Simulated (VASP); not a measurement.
Method: PBEsol GGA, VASP's PBE PAW potentials (set 64) (plane waves; VASP 6.6.1).

The input files of a VASP run:

INCAR:
```
ALGO=Normal
EDIFF=1E-7
ENCUT=400
GGA=PS
ISIF=2
ISMEAR=-5
LASPH=.TRUE.
LCHARG=.TRUE.
LEFG=.TRUE.
LMAXMIX=6
LORBIT=11
LREAL=.FALSE.
LWAVE=.FALSE.
NEDOS=601
NELM=100
PREC=Accurate
SYSTEM=WSe2
```

**KPOINTS**
```
K-points
0
G
 9 9 2
```

POSCAR:
```
WSe2
1
    3.2721900347     0.0000000000     0.0000000000
   -1.6360950173     2.8337993813     0.0000000000
    0.0000000000     0.0000000000    16.7372254560
W Se
1 2
Direct
  0.0000000000   0.0000000000   0.0000000000
  0.3333330000   0.6666670000   0.1000811781
  0.3333330000   0.6666670000   0.8999188219
```

POTCAR, in this order: W_sv Se (PBE.64 set). Program: vasp_std.

The cell holds a wide vacuum, so values per volume refer to the whole cell. Unless said otherwise, spin-orbit coupling is left out, though it shifts the bands of the heavy elements here.

Problem. What does the run give for the energy per atom (σ→0), band gap (on the k-mesh)?

Solution. 
```json
{
 "energy per atom (σ→0)": "-7.745 eV/atom",
 "band gap (on the k-mesh)": "1.69 eV"
}
```

OSZICAR:
```
...
DAV:  16    -0.232339980755E+02   -0.70789E-04   -0.11206E-05  1059   0.111E-02    0.683E-03
DAV:  17    -0.232340548342E+02   -0.56759E-04   -0.49792E-06   968   0.639E-03    0.160E-03
DAV:  18    -0.232340688509E+02   -0.14017E-04   -0.10515E-06   939   0.288E-03    0.566E-04
DAV:  19    -0.232340741948E+02   -0.53439E-05   -0.34879E-07   744   0.151E-03    0.547E-04
DAV:  20    -0.232340747017E+02   -0.50684E-06   -0.19144E-08   728   0.484E-04    0.266E-04
DAV:  21    -0.232340748578E+02   -0.15617E-06   -0.55488E-09   550   0.248E-04    0.424E-05
DAV:  22    -0.232340748743E+02   -0.16473E-07   -0.53197E-10   440   0.910E-05
   1 F= -.23234075E+02 E0= -.23234075E+02  d E =0.000000E+00
```

The cell is a sheet with vacuum, built from a database entry that may be metastable or hypothetical.
